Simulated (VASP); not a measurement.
Level of theory: PBEsol GGA, VASP's PBE PAW potentials (set 64) (plane waves; VASP 6.6.1).

A VASP calculation is set up with these files.

File KPOINTS:
```
k-points along high-symmetry lines
10
Line-mode
Reciprocal
  0.000000   0.000000   0.000000 ! GAMMA
  0.000000   0.000000   0.500000 ! X

  0.000000   0.000000   0.500000 ! X
  0.250000   0.250000   0.250000 ! P

  0.250000   0.250000   0.250000 ! P
  0.000000   0.500000   0.000000 ! N

  0.000000   0.500000   0.000000 ! N
  0.000000   0.000000   0.000000 ! GAMMA

  0.000000   0.000000   0.000000 ! GAMMA
  0.500000   0.500000  -0.500000 ! M

  0.500000   0.500000  -0.500000 ! M
  0.291733   0.708267  -0.291733 ! S

 -0.291733   0.291733   0.291733 ! S_0
  0.000000   0.000000   0.000000 ! GAMMA

  0.000000   0.000000   0.500000 ! X
 -0.083466   0.083466   0.500000 ! R

  0.500000   0.500000  -0.083466 ! G
  0.500000   0.500000  -0.500000 ! M
```

### POSCAR
```
TaSi2
4.6789440
 -0.3482169000   0.3482169000   0.8703390681
  0.3482169000  -0.3482169000   0.8703390681
  0.3482169000   0.3482169000  -0.8703390681
Ta Si
1 2
Cartesian
  0.0000000000   0.0000000000   1.7406781362
  0.0000000000  -0.0000000000   0.5773499140
  0.3482169000   0.3482169000   0.2929891541
```

**INCAR**
```
ISMEAR = 0   # Gaussian
PREC = Accurate
ENCUT = 400   # plane-wave cut-off (eV)
SIGMA = 0.05   # width (eV)
LWAVE = .FALSE.
GGA = PS   # PBEsol
LMAXMIX = 6   # l cut-off of mixed one-centre charges
ALGO = Normal
EDIFF = 1E-7   # SCF stop (eV)
LASPH = .TRUE.
LORBIT = 11   # lm-projected
LCHARG = .FALSE.
NELM = 100   # most electronic steps
ICHARG = 11
SYSTEM = TaSi2
LREAL = .FALSE.
```

POTCAR, in this order: Ta_pv Si (PBE.64 set). Program: vasp_std. Read from the step before: CHGCAR.

What VASP printed:

### OSZICAR
```
       N       E                     dE             d eps       ncg     rms          rms(c)
DAV:   1     0.739324795020E+02    0.73932E+02   -0.83446E+03  2348   0.108E+03
DAV:   2    -0.224805610361E+02   -0.96413E+02   -0.94146E+02  2820   0.263E+02
DAV:   3    -0.250020743182E+02   -0.25215E+01   -0.24655E+01  3040   0.382E+01
DAV:   4    -0.250280272895E+02   -0.25953E-01   -0.25884E-01  2813   0.428E+00
DAV:   5    -0.250284124226E+02   -0.38513E-03   -0.38504E-03  3061   0.474E-01
DAV:   6    -0.250284224585E+02   -0.10036E-04   -0.10034E-04  2861   0.699E-02
DAV:   7    -0.250284228214E+02   -0.36293E-06   -0.36346E-06  3106   0.112E-02
DAV:   8    -0.250284228365E+02   -0.15110E-07   -0.15975E-07  2528   0.199E-03
   1 F= -.25028423E+02 E0= -.25027768E+02  d E =-.130967E-02
```

OUTCAR:
```
 val. band max:        9.2105779298   @ k =   0.4537   0.5463  -0.4537

 cond. band min:       9.2267445301   @ k =  -0.2269   0.2269   0.2269



 k-point     1 :       0.0000    0.0000    0.0000
  band No.  band energies     occupation
      1     -25.0077      2.00000
      2     -24.8378      2.00000
      3     -24.8378      2.00000
      4      -4.0489      2.00000
      5       3.1713      2.00000
      6       5.4554      2.00000
      7       6.9867      2.00000
      8       7.1492      2.00000
      9       7.1492      2.00000
     10      11.2852      0.00000
     11      12.0078      0.00000
     12      12.4448      0.00000
     13      12.8447      0.00000

 k-point     2 :       0.0000    0.0000    0.0556
  band No.  band energies     occupation
      1     -25.0060      2.00000
      2     -24.8459      2.00000
      3     -24.8448      2.00000
      4      -3.9511      2.00000
      5       3.2652      2.00000
      6       5.2532      2.00000
      7       6.8641      2.00000
      8       7.0031      2.00000
      9       7.3334      2.00000
     10      10.5941      0.00000
     11      11.9756      0.00000
     12      12.8173      0.00000
     13      12.9328      0.00000

 k-point     3 :       0.0000    0.0000    0.1111
  band No.  band energies     occupation
      1     -25.0014      2.00000
      2     -24.8686      2.00000
      3     -24.8646      2.00000
      4      -3.6620      2.00000
      5       3.5306      2.00000
      6       4.8551      2.00000
      7       6.2021      2.00000
      8       7.0564      2.00000
      9       7.6263      2.00000
     10       9.3400      0.00123
     11      12.0174      0.00000
     12      13.1714      0.00000
     13      13.5547      0.00000

 k-point     4 :       0.0000    0.0000    0.1667
  band No.  band energies     occupation
      1     -24.9943      2.00000
      2     -24.9022      2.00000
      3     -24.8949      2.00000
      4      -3.1948      2.00000
...
```

The density is held fixed in this step, so its total energy and stress have no physical meaning. Unless said otherwise, spin-orbit coupling is left out, though it shifts the bands of the heavy elements here.

The structure was generated: TaSi2 was put into the MoSi2 type (I4/mmm), which need not be its known phase. It was relaxed first. The electron count is odd and the run is not spin-polarised, which forces a metal.
